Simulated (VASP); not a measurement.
The input files of a VASP run:

**POSCAR**
```
LaAlNi4
4.9474660
  0.5205220208  -0.8538482124   0.0000000000
  0.5205220208   0.8538482124   0.0000000000
  0.0000000000   0.0000000000   0.8138368207
La Al Ni
1 1 4
Direct
  0.4999270000   0.5015760000  -0.0043030000
  0.0024900000  -0.0005030000   0.5098220000
  0.1718100000   0.8409340000   0.0049790000
  0.8253420000   0.1709370000  -0.0042200000
  0.0033730000   0.4993010000   0.5004450000
  0.4970580000  -0.0122440000   0.4932760000
```

**INCAR**
```
! general
SYSTEM  = LaAlNi4
PREC    = Accurate
ENCUT   = 300
LREAL   = .FALSE.
LASPH   = .TRUE.

! electronic loop
EDIFF   = 1E-6
NELM    = 100
ALGO    = Normal
LMAXMIX = 6

! smearing
ISMEAR  = 0
SIGMA   = 0.2

! functional
GGA     = PS

! ions
ISIF    = 2

! output
LWAVE   = .FALSE.
LCHARG  = .FALSE.
```

KPOINTS:
```
Automatic mesh
0
Gamma
  4 4 4
```

POTCAR, in this order: La Al Ni (PBE.64 set). Program: vasp_std.

Problem. Write an equivalent input for Ansatz.

Solution. One equivalent input (not run):
Ansatz 0.2 input:
```yaml
crystal:
  lattice:
    - [2.5752650, -4.2243850, 0.0000000]
    - [2.5752650, 4.2243850, 0.0000000]
    - [0.0000000, 0.0000000, 4.0264300]
  atoms:
    - { symbol: La, position: [0.4999270, 0.5015760, -0.0043030] }
    - { symbol: Al, position: [0.0024900, -0.0005030, 0.5098220] }
    - { symbol: Ni, position: [0.1718100, 0.8409340, 0.0049790] }
    - { symbol: Ni, position: [0.8253420, 0.1709370, -0.0042200] }
    - { symbol: Ni, position: [0.0033730, 0.4993010, 0.5004450] }
    - { symbol: Ni, position: [0.4970580, -0.0122440, 0.4932760] }
kpoints:
  mp_grid: { grid: [4, 4, 4] }
hamiltonian:
  xc: pbesol
  pseudopotentials: { kind: paw }
scf:
  occupations: { method: gaussian, width: 0.2 }
  max_iter: 100
output: { forces: true, stress: true, eigenvalues: true }
```
What does not carry over: each code has its own PAW files, so the cut-off isn't converted (ENCUT is set for VASP's; basis.ecutwfc is left out, and Ansatz then takes the one that its files recommend); Ansatz stops its SCF on the density residual and VASP on the energy change (EDIFF).

The structure comes from a computed database's LaAlNi4 entry; how it stands against other phases isn't given here. The cell was not relaxed at this level, atoms are displaced from their ideal sites. The k-mesh is coarse (spacing up to 0.39 per Å, 2π included), so the numbers may not be converged in it.
